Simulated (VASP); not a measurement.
Crystal: Y3Ge.

```
CELL_PARAMETERS angstrom
-2.26539 2.26539 5.19702
2.26539 -2.26539 5.19702
2.26539 2.26539 -5.19702
ATOMIC_POSITIONS crystal
Y 0.50000 0.50000 0.00000
Y 0.25000 0.75000 0.50000
Y 0.75000 0.25000 0.50000
Ge 0.00000 0.00000 0.00000
```

The cell comes from a database or a generator and needn't be the stable form of this composition.

```yaml
Program: VASP 6.6.1
Task: relaxation of cell and atoms
Functional: BLYP
Dispersion: D4
Potentials_or_basis: VASP PAW PBE potentials, release 64 (Y_sv, Ge_d)
Cutoff: 600 eV
k_mesh: 6 × 6 × 6
Occupations: fermi-dirac, width 0.05 eV
Spin: no spin polarisation
```

At the start: pressure -1.1 GPa; volume 26.67 Å³/atom.

Task: Where does the relaxation end?

Result: Over 8 steps the energy falls by 2.0 meV/atom and the volume is 26.11 Å³/atom (-2.1 %); space group I4/mmm (No. 139, to 0.05 Å).

Step by step:
| step | energy change (eV) | largest force (eV/Å) | pressure (GPa) | volume (Å³) |
| --- | --- | --- | --- | --- |
| 1 | 0.0000 | 0.0000 | -1.09 | 106.68 |
| 2 | -0.0076 | 0.0000 | 0.28 | 103.91 |
| 3 | -0.0080 | 0.0000 | 0.00 | 104.44 |
| 4 | -0.0080 | 0.0000 | 0.03 | 104.40 |
| 5 | -0.0081 | 0.0000 | 0.02 | 104.42 |
| 6 | -0.0081 | 0.0000 | 0.02 | 104.44 |
| 7 | -0.0081 | 0.0000 | 0.01 | 104.47 |
| 8 | -0.0081 | 0.0000 | 0.01 | 104.45 |

Final structure:
```
CELL_PARAMETERS angstrom
-2.24540 2.24540 5.17914
2.24540 -2.24540 5.17914
2.24540 2.24540 -5.17914
ATOMIC_POSITIONS crystal
Y 0.50000 0.50000 0.00000
Y 0.25000 0.75000 0.50000
Y 0.75000 0.25000 0.50000
Ge 0.00000 0.00000 0.00000
```

Caveat: the PAW data sets were made with another functional, which shifts forces and pressure a little; pairwise dispersion overbinds metals, which lowers pressure and volume.
